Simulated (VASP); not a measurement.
Input of a VASP 6.6.1 run:

The input INCAR:

```
PREC = Accurate ; ENCUT = 520
EDIFF = 1E-7 ; ISMEAR = 0
SIGMA = 0.1 ; LREAL = False
LASPH = True ; NELM = 120
ALGO = Normal ; ISIF = 3
LWAVE = False ; LCHARG = False
GGA = PE ; IBRION = 2
NSW = 60 ; EDIFFG = -0.005
POTIM = 0.3 ; KPAR = 4
```

File KPOINTS:

```
regular mesh
0
Gamma
  10 10 4
```

The input POSCAR:

```
Ca2ZrN2                                 
1.0
    3.3665241243      0.0000000000     -0.0000000000
   -1.6832620621      2.9154954119      0.0000000000
    0.0000000000      0.0000000000      8.9013114385
  Ca              Zr              N             
     2     1     2
Direct
     0.3333333300000021    0.6666666699999979    0.3034150611195430
     0.6666666699999979    0.3333333300000021    0.6965849388804570
     1.0000000000000000    0.0000000000000000    0.0000000000000000
     0.6666666699999979    0.3333333300000021    0.1405132885954730
     0.3333333300000021    0.6666666699999979    0.8594867114045269
```

Potentials or basis: VASP PAW PBE potentials, release 64 (Ca_sv, Zr_sv, N).

Command:

```console
$ cat potpaw_PBE.64/Ca_sv/POTCAR potpaw_PBE.64/Zr_sv/POTCAR potpaw_PBE.64/N/POTCAR > POTCAR
$ mpirun -np 4 vasp_std > vasp.out
```

(1) Predict the band gap on the k mesh.

## Answers

(1) none (metal or under the smearing width).
